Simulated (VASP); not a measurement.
Write the native input for VASP 6.6.1 that does the following.

```
Task                   : single point
Functional             : PBE
Potentials or basis    : VASP PAW PBE potentials, release 64 (O, H, Li_sv, Cl)
Cutoff                 : 520 eV
k mesh                 : 1 × 1 × 1
Occupations            : fermi-dirac, width 0.05 eV
Spin                   : no spin polarisation
Dipole correction      : no
Further INCAR settings : LREAL = Auto; ALGO = Normal; EDIFF = 1e-07; NBANDS = 45
```

The structure of LiH12ClO6 lies in POSCAR:

```
LiH12ClO6
1.0
    5.8635890000      0.0000000000      0.0000000000
    0.0000000000      5.8635890000      0.0000000000
    0.0000000000      0.0000000000      5.8635890000
O H Li Cl
6 12 1 1
Direct
    0.4380764068      0.4212266583      0.8770566968
    0.2681804608      0.7799318813      0.6394377232
    0.6474362374      0.5167824689      0.4232049688
    0.8732535654      0.2747293509      0.8488316627
    0.0667168180      0.5203127300      0.1660416513
    0.9410107018      0.1025140064      0.4247057562
    0.4074296476      0.5663937223      0.7979242747
    0.5581052833      0.3530090530      0.7989304844
    0.3387345191      0.8951684711      0.7406897039
    0.3581594822      0.8003118909      0.5027125878
    0.6156297790      0.6713465081      0.3538447187
    0.8201291052      0.5176863522      0.3812511416
    0.8963281703      0.2632176300      0.6834551330
    0.8039785872      0.1221777311      0.8769032072
    0.1016783407      0.6605340176      0.0862611619
    0.0053550820      0.4018016952      0.0528686441
    0.7903009573      0.0302203991      0.3748386867
    1.0366517844     -0.0253598948      0.4322779103
    0.3981861621      0.3433392074      0.2092063410
    0.4415384503      0.9549100389      0.1498399700
```

The cell was built by a generator and needn't be a form met in nature.

One way to write it, as run:

INCAR

```
PREC = Accurate
ENCUT = 520
EDIFF = 1E-7
ISMEAR = -1
SIGMA = 0.05
LREAL = Auto
LASPH = True
NELM = 60
ALGO = Normal
ISIF = 2
LWAVE = False
LCHARG = False
GGA = PE
NBANDS = 45
```

KPOINTS

```
Automatic mesh
0
Gamma
  1 1 1
```

Potentials or basis: VASP PAW PBE potentials, release 64 (O, H, Li_sv, Cl).

Run with:

```console
$ cat potpaw_PBE.64/O/POTCAR potpaw_PBE.64/H/POTCAR potpaw_PBE.64/Li_sv/POTCAR potpaw_PBE.64/Cl/POTCAR > POTCAR
$ mpirun -np 1 vasp_gam > vasp.out
```

It gave:

- Largest force: 3.177 eV/Å
- Band gap on the k mesh: 4.37 eV, direct

Wall time 13 s on 1 thread of Intel(R) Xeon(R) 6975P-C (Granite Rapids), with other jobs on the host, peak memory 0.3 GiB.
